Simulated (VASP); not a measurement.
Here is the system:

```
RbCl
1.0
    0.00000     3.31548     3.31548
    3.31548     0.00000     3.31548
    3.31548     3.31548     0.00000
Rb Cl
1 1
Direct
  0.00000   0.00000   0.00000
  0.50000   0.50000   0.50000
```

Method: PBE GGA with D4 dispersion, VASP's PBE PAW potentials (set 64) (plane waves; VASP). Numerical set-up: 520 eV cut-off, 6×6×6 Γ-centred mesh, Gaussian smearing of 0.050 eV, potentials Rb_sv Cl.

Task: Estimate the energy per atom (σ→0), band gap (on the k-mesh) with the smallest direct gap where there is one.

Result: 
```yaml
band gap (on the k-mesh): 4.93 eV
smallest direct gap (on the k-mesh): 4.93 eV
energy per atom (σ→0): -3.439 eV/atom
```

The absolute energy has meaning only against runs of the same code, potentials and settings.

The compound is RbCl in the rock salt structure. It was relaxed first. The start is the result of an earlier pass.
